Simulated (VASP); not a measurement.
Here is the system:

```yaml
crystal:
  lattice:
    - [4.23986, 0.00000, 0.00000]
    - [-2.11993, 3.67183, 0.00000]
    - [0.00000, 0.00000, 4.66387]
  atoms:
    - { symbol: Sr, position: [0.00000, 0.00000, 0.00000] }
    - { symbol: Al, position: [0.66667, 0.33333, 0.50000] }
    - { symbol: Si, position: [0.33333, 0.66667, 0.50000] }
```

Method: PBEsol GGA, VASP's PBE PAW potentials (set 64) (plane waves; VASP). Run with 400 eV cut-off, Gaussian smearing of 0.050 eV, potentials Sr_sv Al Si.

Task: Estimate the band gap (along the path) with the smallest direct gap where there is one.

Result: 
The band gap (along the path) comes out as none (metal, semimetal or under 0.01 eV).

Total energies compare only between runs with the same potentials, cut-off and functional.

The structure comes from a computed database's SrAlSi entry (P-6m2); how it stands against other phases isn't given here. It was relaxed first. The electron count is odd and the run is not spin-polarised, which forces a metal.
